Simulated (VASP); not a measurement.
Si, 2 atoms in the cell. The cell holds a sheet with vacuum, 2 atoms: a = 2.446 Å, b = 3.370 Å, c = 27.409 Å, α = 90.00°, β = 90.00°, γ = 90.00°. The cell was built by a generator and needn't be a form met in nature.

* Program: VASP 6.6.1
* Task: relaxation of the atoms
* Functional: PBE
* Dispersion: dDsC
* Potentials or basis: VASP PAW PBE potentials, release 64 (Si)
* Cutoff: 520 eV
* k mesh: 11 × 8 × 1
* Occupations: gaussian, width 0.05 eV
* Spin: no spin polarisation
* Dipole correction: yes
* Atoms held fixed (from 0): [0]
* Further INCAR settings: ALGO = Fast; EDIFF = 1e-06; IBRION = 2; EDIFFG = -0.01; NSW = 60

Potentials or basis: VASP PAW PBE potentials, release 64 (Si).

Run with:

```sh
$ cat potpaw_PBE.64/Si/POTCAR > POTCAR
$ mpirun -np 1 vasp_std > vasp.out
```

Hardware: 1 thread of Intel(R) Xeon(R) 6975P-C (Granite Rapids), with other jobs on the host.

Task: How long does it take, and how much memory?

Result: Run time: 2.4 min on 1 thread of Intel(R) Xeon(R) 6975P-C (Granite Rapids), on a shared host, peak memory 0.35 GiB. Counts: scf iterations 60, k points 30, ion steps 5.
